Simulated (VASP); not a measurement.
Data:

```xyz
3
Lattice="0.0000 2.9707 2.9707 2.9707 0.0000 2.9707 2.9707 2.9707 0.0000" Properties=species:S:1:pos:R:3 pbc="T T T"
Al     1.4854     1.4854     1.4854
Al     4.4561     4.4561     4.4561
Pt     0.0000     0.0000     0.0000
```

Computed with optB88-vdW, VASP's PBE PAW potentials (set 64) (plane waves; VASP). Run with 520 eV cut-off, 10×10×10 Γ-centred mesh, tetrahedra with Blöchl corrections, potentials Al Pt.

Unless said otherwise, spin-orbit coupling is left out, though it shifts the bands of the heavy elements here.

**Question.** What does the run give for the energy per atom (σ→0), band gap (on the k-mesh) with the smallest direct gap where there is one?

**Answer.** 
* **band gap (on the k-mesh)**: none (metal, semimetal or under 0.01 eV)
* **energy per atom (σ→0)**: -3.624 eV/atom

The compound is PtAl2 in the fluorite structure. It was relaxed first.
